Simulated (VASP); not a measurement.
All values below come from PBEsol GGA, VASP's PBE PAW potentials (set 64) (plane waves; VASP).

The input files of a VASP run:

KPOINTS:
```
Automatic mesh
0
Gamma
7 7 7
0 0 0
```

File POSCAR:
```
CeO2
1
    0.0000000000     2.6987961190     2.6987961190
    2.6987961190     0.0000000000     2.6987961190
    2.6987961190     2.6987961190    -0.0000000000
Ce O
1 2
Direct
  0.0000000000   0.0000000000   0.0000000000
  0.2500000000   0.2500000000   0.2500000000
  0.7500000000   0.7500000000   0.7500000000
```

INCAR:
```
! general
SYSTEM =CeO2
PREC   =Accurate
ENCUT  =530
LREAL  =F
LASPH  =T

! electronic loop
EDIFF  =1E-6
NELM   =100
ALGO   =Normal
LMAXMIX=6

! smearing
ISMEAR =0
SIGMA  =0.05

! functional
GGA    =PS

! ions
IBRION =2
NSW    =60
ISIF   =3
EDIFFG =-0.02

! output
LWAVE  =F
LCHARG =F
```

POTCAR, in this order: Ce O (PBE.64 set). Program: vasp_std.

What VASP printed:

OUTCAR:
```
 ion  position               nearest neighbor table
   1  0.000  0.000  0.000-   3 2.34   3 2.34   3 2.34   2 2.34   2 2.34   2 2.34   3 2.34   2 2.34
  LATTYP: Found a face centered cubic cell.
 ALAT       =     5.3975922380
 Subroutine PRICEL returns:
 Original cell was already a primitive cell.
 Subroutine GETGRP returns: Found 48 space group operations
The static configuration has the point symmetry O_h .
The dynamic configuration has the point symmetry O_h .
 Subroutine INISYM returns: Found 48 space group operations
 Subroutine IBZKPT returns following result:
 Found     20 irreducible k-points:

 Following reciprocal coordinates:
            Coordinates               Weight
  0.000000  0.000000  0.000000      1.000000
  0.142857  0.000000  0.000000      8.000000
  0.285714  0.000000  0.000000      8.000000
  0.428571  0.000000  0.000000      8.000000
  0.142857  0.142857  0.000000      6.000000
  0.285714  0.142857  0.000000     24.000000
  0.428571  0.142857  0.000000     24.000000
 -0.428571  0.142857  0.000000     24.000000
 -0.285714  0.142857  0.000000     24.000000
 -0.142857  0.142857  0.000000     12.000000
  0.285714  0.285714  0.000000      6.000000
  0.428571  0.285714  0.000000     24.000000
 -0.428571  0.285714  0.000000     24.000000
 -0.285714  0.285714  0.000000     12.000000
  0.428571  0.428571  0.000000      6.000000
 -0.428571  0.428571  0.000000     12.000000
  0.428571  0.285714  0.142857     24.000000
 -0.428571  0.285714  0.142857     48.000000
 -0.428571  0.428571  0.142857     24.000000
 -0.285714  0.428571  0.142857     24.000000
   k-points           NKPTS =     20   k-points in BZ     NKDIM =     20   number of bands    NBANDS=     16
   number of dos      NEDOS =    301   number of ions     NIONS =      3
   total plane-waves  NPLWV =  27000
   dimension x,y,z NGX =    30 NGY =   30 NGZ =   30
   dimension x,y,z NGXF=    60 NGYF=   60 NGZF=   60
...
```

### OSZICAR
```
       N       E                     dE             d eps       ncg     rms          rms(c)
DAV:   1     0.223026883236E+03    0.22303E+03   -0.11913E+04   656   0.204E+03
DAV:   2     0.542768788764E+01   -0.21760E+03   -0.21069E+03   984   0.308E+02
DAV:   3    -0.310270056475E+02   -0.36455E+02   -0.32164E+02   808   0.147E+02
DAV:   4    -0.325841008164E+02   -0.15571E+01   -0.15569E+01   992   0.327E+01
DAV:   5    -0.326629266026E+02   -0.78826E-01   -0.78822E-01  1056   0.650E+00    0.325E+01
DAV:   6    -0.302298765593E+02    0.24331E+01   -0.81096E+01   952   0.581E+01    0.215E+01
DAV:   7    -0.292860107454E+02    0.94387E+00   -0.14076E+02   960   0.120E+02    0.221E+01
DAV:   8    -0.284358404531E+02    0.85017E+00   -0.29407E+00   760   0.192E+01    0.130E+01
DAV:   9    -0.275563832544E+02    0.87946E+00   -0.60976E+00   968   0.207E+01    0.141E+00
DAV:  10    -0.275563774123E+02    0.58421E-05   -0.20258E-01  1136   0.349E+00    0.106E+00
DAV:  11    -0.275542746294E+02    0.21028E-02   -0.20291E-02   904   0.136E+00    0.128E+00
DAV:  12    -0.275476840992E+02    0.65905E-02   -0.10761E-01   856   0.232E+00    0.785E-01
DAV:  13    -0.275450491626E+02    0.26349E-02   -0.58460E-02   976   0.245E+00    0.539E-01
DAV:  14    -0.275448412425E+02    0.20792E-03   -0.32743E-03   920   0.468E-01    0.321E-01
DAV:  15    -0.275445675720E+02    0.27367E-03   -0.27354E-03   976   0.490E-01    0.429E-02
DAV:  16    -0.275445785485E+02   -0.10977E-04   -0.90334E-05   888   0.985E-02    0.424E-02
DAV:  17    -0.275445715856E+02    0.69629E-05   -0.29285E-05   992   0.519E-02    0.151E-02
DAV:  18    -0.275445699197E+02    0.16659E-05   -0.70236E-06   712   0.241E-02    0.545E-03
DAV:  19    -0.275445695125E+02    0.40718E-06   -0.23539E-06   584   0.141E-02
   1 F= -.27544570E+02 E0= -.27544570E+02  d E =-.275446E+02
```

### OUTCAR
```
------------------------ aborting loop because EDIFF is reached ----------------------------------------
  FORCE on cell =-STRESS in cart. coord.  units (eV):
  Direction    XX          YY          ZZ          XY          YZ          ZX
  --------------------------------------------------------------------------------------
  Total        0.0140785      0.0140785      0.0140785     -0.0000000     -0.0000000      0.0000000
  in kB        0.5737561      0.5737561      0.5737561     -0.0000000     -0.0000000      0.0000000
  external PRESSURE =       0.5737561 kB  Pullay stress =       0.0000000 kB
  volume of cell :       39.31
      direct lattice vectors                 reciprocal lattice vectors
     0.000000000  2.698796119  2.698796119    -0.185267793  0.185267793  0.185267793
     2.698796119  0.000000000  2.698796119     0.185267793 -0.185267793  0.185267793
     2.698796119  2.698796119  0.000000000     0.185267793  0.185267793 -0.185267793
 POSITION                                       TOTAL-FORCE (eV/Angst)
 -----------------------------------------------------------------------------------
      0.00000      0.00000      0.00000         0.000000     -0.000000     -0.000000
      1.34940      1.34940      1.34940         0.000000     -0.000000      0.000000
      4.04819      4.04819      4.04819        -0.000000      0.000000     -0.000000
 -----------------------------------------------------------------------------------
    total drift:                                0.000000     -0.000000      0.000000
  FREE ENERGIE OF THE ION-ELECTRON SYSTEM (eV)
  ---------------------------------------------------
  free  energy   TOTEN  =       -27.5445695125 eV

  energy  without entropy=      -27.5445695125  energy(sigma->0) =      -27.54456951

 reached required accuracy - stopping structural energy minimisation
```
(Selected blocks of OUTCAR.)

The compound is CeO2 in the fluorite structure. It was relaxed first. The start is the result of an earlier pass. The run is not spin-polarised, so no magnetic state was tried.
